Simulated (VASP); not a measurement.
Input for VASP

**INCAR**
```
! general
SYSTEM   =  BP
PREC     =  Accurate
ENCUT    =  620
LREAL    =  .FALSE.
LASPH    =  .TRUE.

! electronic loop
EDIFF    =  1E-6
NELM     =  100
ALGO     =  Normal

! smearing
ISMEAR   =  0
SIGMA    =  0.05

! functional
GGA      =  PS

! ions
IBRION   =  2
NSW      =  40
ISIF     =  3
EDIFFG   =  -0.02
PSTRESS  =  300

! output
LWAVE    =  .FALSE.
LCHARG   =  .FALSE.
```

**POSCAR**
```
BP
1
    0.0000000000     2.1880806245     2.1880806245
    2.1880806245     0.0000000000     2.1880806245
    2.1880806245     2.1880806245     0.0000000000
B P
1 1
Direct
  0.0000000000   0.0000000000   0.0000000000
  0.2500000000   0.2500000000   0.2500000000
```

### KPOINTS
```
Automatic mesh
0
Gamma
10 10 10
0 0 0
```

POTCAR, in this order: B P (PBE.64 set). Program: vasp_std.

### Question
Translate this PBEsol calculation to Quantum ESPRESSO's pw.x.

### Answer
One equivalent input (not run):
```
&CONTROL
  calculation = 'vc-relax'
  pseudo_dir = './pseudo'
  outdir = './out'
  tprnfor = .true.
  tstress = .true.
  nstep = 40
  forc_conv_thr = 0.00078
/
&SYSTEM
  ibrav = 0
  nat = 2
  ntyp = 2
  ecutwfc = 76
  occupations = 'smearing'
  smearing = 'gaussian'
  degauss = 0.003675
  input_dft = 'pbesol'
/
&ELECTRONS
  conv_thr = 7.3e-08
  electron_maxstep = 100
/
&IONS
/
&CELL
  press = 300
/
ATOMIC_SPECIES
  B 10.810 B.upf
  P 30.974 P.upf
CELL_PARAMETERS angstrom
     0.0000000    2.1880806    2.1880806
     2.1880806    0.0000000    2.1880806
     2.1880806    2.1880806    0.0000000
ATOMIC_POSITIONS crystal
  B    0.0000000  0.0000000  0.0000000
  P    0.2500000  0.2500000  0.2500000
K_POINTS automatic
  10 10 10 0 0 0
```
Limits of the translation: the potentials are each code's own (VASP's PAW set, PseudoDojo norm-conserving files in pw.x), so ENCUT and ecutwfc are chosen apart and not converted; conv_thr bounds pw.x's estimated SCF error, while EDIFF bounds the energy change between steps; forc_conv_thr acts on force components and is met together with etot_conv_thr.

The structure was generated: BP was put into the zinc blende type (F-43m), which need not be its known phase. This run relaxes it under an external pressure of 30 GPa. Symmetry was kept, so distortions that lower it aren't found.
